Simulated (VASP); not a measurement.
Level of theory: LDA (Ceperley-Alder, Perdew-Zunger), VASP's LDA PAW potentials (set 64) (plane waves; VASP 6.6.1).

Input for VASP

### INCAR
```
# general
SYSTEM=LiCl
PREC  =Accurate
ENCUT =520   # plane-wave cut-off (eV)
LREAL =.FALSE.   # projection in real space or not
LASPH =.TRUE.   # aspherical one-centre terms

# electronic loop
EDIFF =1E-6
NELM  =100   # most electronic steps
ALGO  =Normal   # blocked Davidson

# smearing
ISMEAR=0
SIGMA =0.05

# ions
IBRION=2   # conjugate gradients
NSW   =60
ISIF  =3
EDIFFG=-0.01   # ionic stop

# output
LWAVE =.FALSE.
LCHARG=.FALSE.
```

### POSCAR
```
LiCl
1.0
  0.0000000000   2.4807355413   2.4807355413
  2.4807355413   0.0000000000   2.4807355413
  2.4807355413   2.4807355413   0.0000000000
Li Cl
1 1
Cartesian
  2.4807355413   2.4807355413   4.9614710826
  2.4807355413   2.4807355413   2.4807355413
```

### KPOINTS
```
Automatic mesh
0
Gamma
8 8 8
0 0 0
```

POTCAR, in this order: Li_sv Cl (LDA.64 set). Program: vasp_std.

Output

**OUTCAR**
```
 ion  position               nearest neighbor table
   1  0.000  0.000  0.000-   2 2.48   2 2.48   2 2.48   2 2.48   2 2.48   2 2.48
   2  0.500  0.500  0.500-   1 2.48   1 2.48   1 2.48   1 2.48   1 2.48   1 2.48
  LATTYP: Found a face centered cubic cell.
 ALAT       =     4.9614710826
 Subroutine PRICEL returns:
 Original cell was already a primitive cell.
 Subroutine GETGRP returns: Found 48 space group operations
The static configuration has the point symmetry O_h .
The dynamic configuration has the point symmetry O_h .
 Subroutine INISYM returns: Found 48 space group operations
 Subroutine IBZKPT returns following result:
 Found     29 irreducible k-points:

 Following reciprocal coordinates:
            Coordinates               Weight
  0.000000  0.000000  0.000000      1.000000
  0.125000  0.000000  0.000000      8.000000
  0.250000  0.000000  0.000000      8.000000
  0.375000  0.000000  0.000000      8.000000
  0.500000  0.000000  0.000000      4.000000
  0.125000  0.125000  0.000000      6.000000
  0.250000  0.125000  0.000000     24.000000
  0.375000  0.125000  0.000000     24.000000
  0.500000  0.125000  0.000000     24.000000
...
```

**OSZICAR**
```
       N       E                     dE             d eps       ncg     rms          rms(c)
DAV:   1     0.417889000350E+02    0.41789E+02   -0.43505E+03   522   0.104E+03
DAV:   2    -0.643734595282E+01   -0.48226E+02   -0.46910E+02   689   0.165E+02
DAV:   3    -0.812219445069E+01   -0.16848E+01   -0.16826E+01   658   0.368E+01
DAV:   4    -0.816571220189E+01   -0.43518E-01   -0.43437E-01   817   0.542E+00
DAV:   5    -0.816604793167E+01   -0.33573E-03   -0.33572E-03   683   0.463E-01    0.253E+00
DAV:   6    -0.810359609676E+01    0.62452E-01   -0.12673E-01   592   0.198E+00    0.176E+00
DAV:   7    -0.809635108630E+01    0.72450E-02   -0.37843E-02   767   0.115E+00    0.836E-01
DAV:   8    -0.809628694786E+01    0.64138E-04   -0.34398E-03   740   0.487E-01    0.113E-01
DAV:   9    -0.809626776494E+01    0.19183E-04   -0.17787E-04   662   0.101E-01    0.334E-02
DAV:  10    -0.809627457725E+01   -0.68123E-05   -0.10829E-05   651   0.296E-02    0.922E-03
DAV:  11    -0.809627438470E+01    0.19255E-06   -0.14934E-06   406   0.107E-02
   1 F= -.80962744E+01 E0= -.80962744E+01  d E =-.809627E+01
```

**OUTCAR**
```
------------------------ aborting loop because EDIFF is reached ----------------------------------------
  FORCE on cell =-STRESS in cart. coord.  units (eV):
  Direction    XX          YY          ZZ          XY          YZ          ZX
  --------------------------------------------------------------------------------------
  Total        0.0001357      0.0001357      0.0001357      0.0000000     -0.0000000     -0.0000000
  in kB        0.0071233      0.0071233      0.0071233      0.0000000     -0.0000000     -0.0000000
  external PRESSURE =       0.0071233 kB  Pullay stress =       0.0000000 kB
  volume of cell :       30.53
      direct lattice vectors                 reciprocal lattice vectors
     0.000000000  2.480735541  2.480735541    -0.201553125  0.201553125  0.201553125
     2.480735541  0.000000000  2.480735541     0.201553125 -0.201553125  0.201553125
     2.480735541  2.480735541  0.000000000     0.201553125  0.201553125 -0.201553125
  FREE ENERGIE OF THE ION-ELECTRON SYSTEM (eV)
  ---------------------------------------------------
  free  energy   TOTEN  =        -8.0962743847 eV

  energy  without entropy=       -8.0962743847  energy(sigma->0) =       -8.09627438

 reached required accuracy - stopping structural energy minimisation
```
(Selected blocks of OUTCAR.)

File OUTCAR:
```
 val. band max:        1.2639119247   @ k =   0.0000   0.0000   0.0000

 cond. band min:       7.7788148127   @ k =   0.5000   0.0000   0.0000


 Fermi energy:         1.5372686014

 k-point     1 :       0.0000    0.0000    0.0000
  band No.  band energies     occupation
      1     -41.0760      2.00000
      2     -12.4458      2.00000
      3       1.2639      2.00000
      4       1.2639      2.00000
      5       1.2639      2.00000
      6       7.8914      0.00000
      7      13.0788      0.00000
      8      13.0788      0.00000
      9      13.0788      0.00000

 k-point     2 :       0.1250    0.0000    0.0000
  band No.  band energies     occupation
      1     -41.0751      2.00000
      2     -12.3510      2.00000
      3       0.6417      2.00000
      4       1.2141      2.00000
      5       1.2141      2.00000
      6       8.3502      0.00000
      7      12.3019      0.00000
      8      13.0080      0.00000
      9      13.0080      0.00000

 k-point     3 :       0.2500    0.0000    0.0000
  band No.  band energies     occupation
      1     -41.0731      2.00000
      2     -12.1063      2.00000
      3      -0.5988      2.00000
      4       1.1013      2.00000
      5       1.1013      2.00000
      6       8.5219      0.00000
      7      11.7947      0.00000
      8      11.7947      0.00000
      9      12.4570      0.00000

 k-point     4 :       0.3750    0.0000    0.0000
  band No.  band energies     occupation
      1     -41.0711      2.00000
      2     -11.8344      2.00000
      3      -1.6538      2.00000
      4       0.9985      2.00000
      5       0.9985      2.00000
      6       8.0201      0.00000
      7      10.8331      0.00000
      8      10.8331      0.00000
      9      14.0157      0.00000

 k-point     5 :       0.5000    0.0000    0.0000
  band No.  band energies     occupation
      1     -41.0704      2.00000
      2     -11.7120      2.00000
      3      -2.0621      2.00000
...
```

The compound is LiCl in the rock salt structure. It was relaxed first, which changed the volume by -10 %. The start is the result of an earlier pass.
